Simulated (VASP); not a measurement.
Input for VASP

File POSCAR:
```
SnTe
1
    0.0000000000     3.1527540518     3.1527540518
    3.1527540518     0.0000000000     3.1527540518
    3.1527540518     3.1527540518    -0.0000000000
Sn Te
1 1
Direct
  0.0000000000   0.0000000000   0.0000000000
  0.5000000000   0.5000000000   0.5000000000
```

### INCAR
```
SYSTEM  =  SnTe
PREC  =  Accurate; ENCUT  =  520; LREAL  =  .False.
LASPH  =  .True.
EDIFF  =  1E-7; NELM  =  100; ALGO  =  Normal
LMAXMIX  =  4
ISMEAR  =  -5
GGA  =  PE; IVDW  =  12
ISIF  =  2
LWAVE  =  .False.; LCHARG  =  .True.; LORBIT  =  11
NEDOS  =  601
```

KPOINTS:
```
Automatic mesh
0
Gamma
8 8 8
0 0 0
```

POTCAR, in this order: Sn_d Te (PBE.64 set). Program: vasp_std.

Problem. Translate this PBE-D3(BJ) calculation to Quantum ESPRESSO's pw.x.

Solution. One equivalent input (not run):
```
&CONTROL
  calculation = 'scf'
  pseudo_dir = './pseudo'
  outdir = './out'
  tprnfor = .true.
  tstress = .true.
/
&SYSTEM
  ibrav = 0
  nat = 2
  ntyp = 2
  ecutwfc = 82.3
  occupations = 'tetrahedra'
  input_dft = 'pbe'
  vdw_corr = 'grimme-d3'
  dftd3_version = 4
  dftd3_threebody = .false.
/
&ELECTRONS
  conv_thr = 7.3e-09
  electron_maxstep = 100
/
ATOMIC_SPECIES
  Sn 118.710 Sn.upf
  Te 127.600 Te.upf
CELL_PARAMETERS angstrom
     0.0000000    3.1527541    3.1527541
     3.1527541    0.0000000    3.1527541
     3.1527541    3.1527541   -0.0000000
ATOMIC_POSITIONS crystal
  Sn   0.0000000  0.0000000  0.0000000
  Te   0.5000000  0.5000000  0.5000000
K_POINTS automatic
  8 8 8 0 0 0
```
What does not carry over: the potentials are each code's own (VASP's PAW set, PseudoDojo norm-conserving files in pw.x), so ENCUT and ecutwfc are chosen apart and not converted; conv_thr bounds pw.x's estimated SCF error, while EDIFF bounds the energy change between steps.

The compound is SnTe in the rock salt structure, which distorts at low temperature. It was relaxed first.
